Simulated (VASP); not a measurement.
Given:

```yaml
crystal:
  lattice:
    - [0.00000, 2.53008, 2.53008]
    - [2.53008, 0.00000, 2.53008]
    - [2.53008, 2.53008, 0.00000]
  atoms:
    - { symbol: Li, position: [0.00000, 0.00000, 0.00000] }
    - { symbol: Cl, position: [0.50000, 0.50000, 0.50000] }
```

Method: r2SCAN+rVV10, VASP's PBE PAW potentials (set 64) (plane waves; VASP 6.6.1). Settings: 520 eV cut-off, 10×10×10 Γ-centred mesh, tetrahedra with Blöchl corrections, potentials Li_sv Cl.

Q: Give the energies of bands 3 to 7 at the high-symmetry points, in eV from the valence-band maximum.

A: 
| band | Γ | X | U | L | W |
|---|---|---|---|---|---|
| 3 | 0.00 | -3.15 | -2.71 | -3.03 | -2.32 |
| 4 | 0.00 | -1.21 | -1.93 | -0.30 | -2.32 |
| 5 | 0.00 | -1.21 | -0.92 | -0.30 | -1.15 |
| 6 | 7.50 | 8.80 | 8.88 | 7.52 | 10.61 |
| 7 | 12.65 | 8.83 | 10.87 | 10.29 | 11.14 |

The gap is direct, 7.50 eV, from the valence maximum at Γ to the conduction minimum at Γ.

Measured: gap 9.40 eV (computed value off by -1.90 eV), as given by Wei Chen et al., Physical Review Materials (2018), doi:10.1103/physrevmaterials.2.073803.

The compound is LiCl in the rock salt structure. It was relaxed first.
